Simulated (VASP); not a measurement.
```xyz
6
Lattice="4.7400 0.0000 0.0000 0.0000 4.7400 0.0000 0.0000 0.0000 3.1900" Properties=species:S:1:pos:R:3 pbc="T T T"
Sn     0.0000     0.0000     0.0000
Sn     2.3700     2.3700     1.5950
O      1.4552     1.4552     0.0000
O      3.8252     0.9148     1.5950
O      0.9148     3.8252     1.5950
O      3.2848     3.2848     0.0000
```

Method: PBE GGA, VASP's PBE PAW potentials (set 64) (plane waves; VASP). Settings: 400 eV cut-off, 4×4×5 Γ-centred mesh, Fermi-Dirac smearing of 0.010 eV, potentials Sn_d O.

Unless said otherwise, spin-orbit coupling is left out, though it shifts the bands of the heavy elements here.

**Question.** Give the energies of bands 15 to 28 at the high-symmetry points, in eV from the valence-band maximum.

**Answer.** 
```tsv
band	Γ	X	M	Z	R	A
15	-8.10	-6.54	-5.48	-7.22	-6.92	-7.99
16	-4.05	-6.54	-5.48	-7.22	-6.92	-7.99
17	-4.05	-3.13	-3.90	-4.25	-5.57	-5.02
18	-3.96	-3.13	-3.90	-4.25	-5.57	-5.02
19	-3.10	-2.96	-3.04	-3.77	-4.22	-2.54
20	-2.06	-2.96	-3.04	-3.77	-4.22	-2.54
21	-1.94	-1.96	-1.96	-2.60	-1.73	-2.44
22	-1.23	-1.96	-1.96	-2.60	-1.73	-2.44
23	-1.23	-1.20	-1.32	-1.66	-1.10	-0.98
24	-0.79	-1.20	-1.32	-1.66	-1.10	-0.98
25	-0.79	-0.64	-0.91	-1.26	-0.70	-0.84
26	0.00	-0.64	-0.91	-1.26	-0.70	-0.84
27	1.24	4.42	4.82	6.20	6.49	4.90
28	6.14	4.42	4.82	6.20	6.49	4.90
```

The gap is direct, 1.24 eV, from the valence maximum at Γ to the conduction minimum at Γ.

The structure is a typed SnO2 crystal (P4_2/mnm). The cell was not relaxed at this level.
